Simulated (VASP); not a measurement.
Input of a VASP 6.6.1 run:

File INCAR:

```
  PREC = Accurate
  ENCUT = 900
  EDIFF = 1E-6
  ISMEAR = 0
  SIGMA = 0.1
  LREAL = F
  LASPH = T
  NELM = 60
  ALGO = Normal
  ISIF = 2
  LWAVE = F
  LCHARG = T
  GGA = PS
  LELF = T
  LVHAR = T
```

The input KPOINTS:

```
Automatic mesh
0
Gamma
  18 18 18
```

Contents of POSCAR:

```
Ta
1.0
   -1.6407700000      1.6407700000      1.6407700000
    1.6407700000     -1.6407700000      1.6407700000
    1.6407700000      1.6407700000     -1.6407700000
Ta
1
Direct
    0.0000000000      0.0000000000      0.0000000000
```

Potentials or basis: VASP PAW PBE potentials, release 64 (Ta_pv).

The run is started by

```bash
$ cat potpaw_PBE.64/Ta_pv/POTCAR > POTCAR
$ mpirun -np 1 vasp_std > vasp.out
```

Predict the band gap on the k mesh.

none (metal or under the smearing width).

Estimate the pressure.

0.0 GPa.

Caveat: the PAW data sets were made with another functional, which shifts forces and pressure a little. The run has no spin-orbit coupling, so splittings on Ta are missing.
